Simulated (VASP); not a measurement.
An input for Quantum ESPRESSO's pw.x (written as the equivalent of a VASP run, and not itself run):

```
&CONTROL
  calculation = 'relax'
  pseudo_dir = './pseudo'
  outdir = './out'
  tprnfor = .true.
  tstress = .true.
  nstep = 30
  forc_conv_thr = 3.9e-05
/
&SYSTEM
  ibrav = 0
  nat = 6
  ntyp = 2
  ecutwfc = 60
  occupations = 'smearing'
  smearing = 'gaussian'
  degauss = 0.003675
  input_dft = 'pz'
/
&ELECTRONS
  conv_thr = 7.3e-10
  electron_maxstep = 100
/
&IONS
/
ATOMIC_SPECIES
  Hg 200.592 Hg.upf
  S 32.060 S.upf
CELL_PARAMETERS angstrom
     2.0156145   -3.4911464   -0.0000000
     2.0156145    3.4911464    0.0000000
     0.0000000    0.0000000    9.3144799
ATOMIC_POSITIONS crystal
  Hg   0.6832158  0.0000000  0.6666670
  Hg   0.0000000  0.6832158  0.3333330
  Hg   0.3167842  0.3167842  0.0000000
  S    0.5222819  0.0000000  0.1666670
  S    0.0000000  0.5222819  0.8333330
  S    0.4777181  0.4777181  0.5000000
K_POINTS automatic
  6 6 3 0 0 0
```

Write the VASP files for the same calculation (LDA).

Several could match; the one computed here: 
File POSCAR:
```
HgS
1
    2.0156144850    -3.4911464226    -0.0000000000
    2.0156144850     3.4911464226     0.0000000000
    0.0000000000     0.0000000000     9.3144799248
Hg S
3 3
Direct
  0.6832157618   0.0000000000   0.6666670000
  0.0000000000   0.6832157618   0.3333330000
  0.3167842382   0.3167842382   0.0000000000
  0.5222819299   0.0000000000   0.1666670000
  0.0000000000   0.5222819299   0.8333330000
  0.4777180701   0.4777180701   0.5000000000
```

**INCAR**
```
SYSTEM = HgS
PREC = Accurate
ENCUT = 400
EDIFF = 1E-8
NELM = 100
ALGO = Normal
LREAL = .FALSE.
LASPH = .TRUE.
ISMEAR = 0
SIGMA = 0.05
LMAXMIX = 6
LWAVE = .FALSE.
LCHARG = .FALSE.
IBRION = 1
ISIF = 2
NSW = 30
EDIFFG = -0.001
```

KPOINTS:
```
Automatic mesh
0
Gamma
6 6 3
0 0 0
```

POTCAR, in this order: Hg S (LDA.64 set). Program: vasp_std.

Limits of the translation: the potentials are each code's own (VASP's PAW set, PseudoDojo norm-conserving files in pw.x), so ENCUT and ecutwfc are chosen apart and not converted; conv_thr bounds pw.x's estimated SCF error, while EDIFF bounds the energy change between steps; forc_conv_thr acts on force components and is met together with etot_conv_thr.

The compound is HgS in the cinnabar structure. This run relaxes the ions in a fixed cell. Symmetry was kept, so distortions that lower it aren't found. The start is the result of an earlier pass.
